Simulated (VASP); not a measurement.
# NaY (Pm-3m) in VASP: a series of runs, part 2 of 2

VASP 6.6.1. The steps go on from the part before.

## 3. Band structure, PBE, spin-orbit coupling, no magnetisation

INCAR reads:

```
  ALGO = Normal
  EDIFF = 1E-6
  ENCUT = 520
  GGA = PE
  GGA_COMPAT = F
  ISIF = 2
  ISMEAR = -1
  LASPH = T
  LCHARG = F
  LMAXMIX = 4
  LORBIT = 11
  LREAL = F
  LSORBIT = T
  LWAVE = F
  MAGMOM = 0 0 0 0 0 0
  NELM = 100
  PREC = Accurate
  SIGMA = 0.05
```

KPOINTS reads:

```
k-points
0
Gamma
  5 5 5
```

POSCAR reads:

```
NaY
1.0
    4.0118800000      0.0000000000      0.0000000000
    0.0000000000      4.0118800000      0.0000000000
    0.0000000000      0.0000000000      4.0118800000
Na Y
1 1
Direct
    0.0000000000      0.0000000000      0.0000000000
    0.5000000000      0.5000000000      0.5000000000
```

KPOINTS_OPT reads:

```
path GXMGRX,MR
10
line-mode
reciprocal
 0.0000000000  0.0000000000  0.0000000000  G
 0.0000000000  0.5000000000  0.0000000000  X

 0.0000000000  0.5000000000  0.0000000000  X
 0.5000000000  0.5000000000  0.0000000000  M

 0.5000000000  0.5000000000  0.0000000000  M
 0.0000000000  0.0000000000  0.0000000000  G

 0.0000000000  0.0000000000  0.0000000000  G
 0.5000000000  0.5000000000  0.5000000000  R

 0.5000000000  0.5000000000  0.5000000000  R
 0.0000000000  0.5000000000  0.0000000000  X

 0.5000000000  0.5000000000  0.0000000000  M
 0.5000000000  0.5000000000  0.5000000000  R
```

Potentials or basis: VASP PAW PBE potentials, release 64 (Na_pv, Y_sv).

Started as:

```
$ cat potpaw_PBE.64/Na_pv/POTCAR potpaw_PBE.64/Y_sv/POTCAR > POTCAR
$ mpirun -np 1 vasp_ncl > vasp.out
```

OUTCAR:

```text
EDIFF = 1E-6
   ENCUT = 520
   GGA = PE
   ISIF = 2
   ISMEAR = -1
   LASPH = T
   LORBIT = 11
   LREAL = F
   LSORBIT = T
   NELM = 100
   PREC = Accurate

 ion  position               nearest neighbor table
   1  0.000  0.000  0.000-   2 3.47   2 3.47   2 3.47   2 3.47   2 3.47   2 3.47   2 3.47   2 3.47

   2  0.500  0.500  0.500-   1 3.47   1 3.47   1 3.47   1 3.47   1 3.47   1 3.47   1 3.47   1 3.47

  LATTYP: Found a simple cubic cell.
 ALAT       =     4.0118800000

  Lattice vectors:

 A1 = (   4.0118800000,   0.0000000000,   0.0000000000)
 A2 = (   0.0000000000,   4.0118800000,   0.0000000000)
 A3 = (   0.0000000000,   0.0000000000,   4.0118800000)

Analysis of symmetry for initial positions (statically):
=====================================================================
 Subroutine PRICEL returns:
 Original cell was already a primitive cell.

 Routine SETGRP: Setting up the symmetry group for a
[... 516 lines left out ...]
     0.0000000     0.0000000     0.0000000     0.0000000     0.0000000     0.0000000     0.0000000
     0.0000000     0.0000000     0.0000000     0.0000000     0.0000000     0.0000000     0.0000000
     0.0000000     0.0000000     0.0000000     0.0000000     0.0000000     0.0000000     0.0000000
     0.0000000     0.0000000     0.0000000     0.0000000     0.0000000     0.0000000     0.0000000
     0.0000000     0.0000000     0.0000000     0.0000000     0.0000000     0.0000000     0.0000000

 Ion:    2  E_soc:     -0.0976268
 l=   1
     0.0000000    -0.0159969    -0.0159969
    -0.0159969     0.0000000    -0.0159969
    -0.0159969    -0.0159969     0.0000000
 l=   2
     0.0000000    -0.0000526     0.0000000    -0.0000526    -0.0002216
    -0.0000526     0.0000000    -0.0001662    -0.0000526    -0.0000554
     0.0000000    -0.0001662     0.0000000    -0.0001662     0.0000000
    -0.0000526    -0.0000526    -0.0001662     0.0000000    -0.0000554
    -0.0002216    -0.0000554     0.0000000    -0.0000554     0.0000000
 l=   3
     0.0000000    -0.0000000     0.0000000     0.0000000     0.0000000    -0.0000000     0.0000000
    -0.0000000     0.0000000    -0.0000000     0.0000000    -0.0000000    -0.0000000    -0.0000000
     0.0000000    -0.0000000     0.0000000     0.0000000    -0.0000000     0.0000000     0.0000000
     0.0000000     0.0000000     0.0000000     0.0000000     0.0000000     0.0000000     0.0000000
     0.0000000    -0.0000000    -0.0000000     0.0000000     0.0000000     0.0000000     0.0000000
    -0.0000000    -0.0000000     0.0000000     0.0000000     0.0000000     0.0000000    -0.0000000
     0.0000000    -0.0000000     0.0000000     0.0000000     0.0000000    -0.0000000     0.0000000

 total charge

# of ion       s       p       d       f       tot
--------------------------------------------------
    1        0.136   5.988   0.000   0.000   6.124
    2        2.277   6.133   0.785   0.002   9.197
--------------------------------------------------
tot          2.413  12.121   0.785   0.002  15.321

 magnetization (x)

# of ion       s       p       d       f       tot
--------------------------------------------------
    1        0.000  -0.000   0.000   0.000   0.000
    2        0.000   0.000   0.000   0.000   0.000
--------------------------------------------------
tot          0.000   0.000   0.000   0.000   0.000

 magnetization (y)

# of ion       s       p       d       f       tot
--------------------------------------------------
    1        0.000   0.000   0.000   0.000   0.000
    2       -0.000   0.000   0.000  -0.000   0.000
--------------------------------------------------
tot          0.000   0.000   0.000  -0.000   0.000

 magnetization (z)

# of ion       s       p       d       f       tot
--------------------------------------------------
    1        0.000  -0.000   0.000   0.000   0.000
    2       -0.000   0.000   0.000   0.000  -0.000
--------------------------------------------------
tot         -0.000   0.000   0.000   0.000  -0.000
```

OSZICAR:

```text
N       E                     dE             d eps       ncg     rms          rms(c)
DAV:   1     0.128282498590E+03    0.12828E+03   -0.91361E+03   560   0.137E+03
DAV:   2     0.356498840306E+01   -0.12472E+03   -0.12226E+03   546   0.365E+02
DAV:   3    -0.634358734244E+01   -0.99086E+01   -0.97035E+01   898   0.897E+01
DAV:   4    -0.737691037237E+01   -0.10333E+01   -0.10236E+01   788   0.190E+01
DAV:   5    -0.743002507723E+01   -0.53115E-01   -0.53076E-01   784   0.345E+00    0.174E+01
DAV:   6    -0.703042507491E+01    0.39960E+00   -0.69595E-01   742   0.480E+00    0.109E+01
DAV:   7    -0.696796363706E+01    0.62461E-01   -0.66103E-01   782   0.783E+00    0.372E+00
DAV:   8    -0.697543293125E+01   -0.74693E-02   -0.61132E-02   714   0.183E+00    0.123E+00
DAV:   9    -0.697053984863E+01    0.48931E-02   -0.53462E-02   618   0.251E+00    0.464E-01
DAV:  10    -0.697010766223E+01    0.43219E-03   -0.51949E-03   638   0.799E-01    0.204E-01
[... 49 further cycles ...]
DAV:  10    -0.340623365453E+04   -0.25793E-06      450
       N       E                     dE             ncg
DAV:   1    -0.215683013191E+04   -0.85821E+04      592
DAV:   2    -0.328867362224E+04   -0.11318E+04      546
DAV:   3    -0.337844238992E+04   -0.89769E+02      844
DAV:   4    -0.338721306318E+04   -0.87707E+01      816
DAV:   5    -0.338769328537E+04   -0.48022E+00      816
DAV:   6    -0.338771029436E+04   -0.17009E-01      796
DAV:   7    -0.338771111129E+04   -0.81694E-03      834
DAV:   8    -0.338771112882E+04   -0.17528E-04      738
DAV:   9    -0.338771112961E+04   -0.79014E-06      544
```

stdout:

```text
POSCAR found type information on POSCAR NaY
 POSCAR found :  2 types and       2 ions
 scaLAPACK will be used
 LDA part: xc-table for (Slater+PW92), standard interpolation
 POSCAR, INCAR and KPOINTS ok, starting setup
 FFT: planning ... GRIDC
 FFT: planning ... GRID_SOFT
 FFT: planning ... GRID
 WAVECAR not read
 entering main loop
 Start KPOINTS_OPT (optional k-point list driver)
k-point batch [1-10\60]
k-point batch [11-20\60]
k-point batch [21-30\60]
k-point batch [31-40\60]
k-point batch [41-50\60]
k-point batch [51-60\60]
```

It took 86 s on 1 thread of Intel Xeon 6975P-C (Granite Rapids), shared host; peak memory 0.29 GiB.

Results:

| Item | Value |
| --- | --- |
| Free energy | -6.9702 eV |
| Pressure | -0.1 GPa |
| Valence electrons inside the program's atomic spheres | Na 6.12; Y 9.20 |

## 4. Band structure, vdW-DF, spin-orbit coupling, no magnetisation

INCAR reads:

```
SYSTEM = NaY
PREC = Accurate
ENCUT = 520
EDIFF = 1E-7
ISMEAR = -1
SIGMA = 0.05
LREAL = .FALSE.
LASPH = .TRUE.
NELM = 100
ALGO = Normal
ISIF = 2
LWAVE = .FALSE.
LCHARG = .FALSE.
MAGMOM = 0 0 0 0 0 0
LORBIT = 11
LSORBIT = .TRUE.
GGA_COMPAT = .FALSE.
LMAXMIX = 4
GGA = RE
LUSE_VDW = .TRUE.
AGGAC = 0.0
NBANDS = 30
```

KPOINTS reads:

```
regular mesh
0
G
  5 5 5
  0 0 0
```

POSCAR is that of step 3.

Edit KPOINTS_OPT of step 3 so:

```diff
@@ -1,3 +1,3 @@
 path GXMGRX,MR
-10
+15
 line-mode
```

Started as:

```
$ cat potpaw_PBE.64/Na_pv/POTCAR potpaw_PBE.64/Y_sv/POTCAR > POTCAR
$ mpirun -np 1 vasp_ncl > vasp.out
```

Run time: 2.4 min. Hardware: 1 thread of Intel Xeon 6975P-C (Granite Rapids), shared host; peak memory 0.52 GiB.

The run converged. Its results:

```yaml
Free_energy: -1.6270 eV
Pressure: 0.5 GPa
Valence_electrons_inside_the_program's_atomic_spheres: Na 6.12; Y 9.22
```

Caveat: the PAW data sets were made with another functional, which shifts forces and pressure a little.

## 5. For comparison

An earlier run on the cell as given: functional PBE; potentials or basis VASP PAW PBE potentials, release 64 (Na_pv, Y_sv); cutoff 520 eV; k mesh 7 × 7 × 7; occupations fermi-dirac, width 0.05 eV; no spin polarisation.

- Pressure: 0.0 GPa
- Band gap on the k mesh: none (metal or under the smearing width)

## 6. Summary

| task | level | spin | k mesh | pressure (GPa) |
| --- | --- | --- | --- | --- |
| band structure | PBE | off | 5 × 5 × 5 | -0.1 |
| band structure | PBE | SOC, no magnetisation | 5 × 5 × 5 | -0.1 |
| band structure | vdW-DF | SOC, no magnetisation | 5 × 5 × 5 | 0.5 |
| single point | PBE | off | 7 × 7 × 7 | 0.0 |

Alike in all rows: potentials or basis VASP PAW PBE potentials, release 64 (Na_pv, Y_sv); cell as given; cutoff (eV) 520; smearing fermi-dirac 0.05 eV.

The pressure there spans -0.1 GPa (PBE) to 0.5 GPa (vdW-DF); a positive pressure means that this level wants a larger cell, a negative one a smaller.

Caveats: the PAW data sets were made with another functional, which shifts forces and pressure a little (some runs).

Total energies depend on the potentials used, so only differences within one code and one set of settings carry meaning.
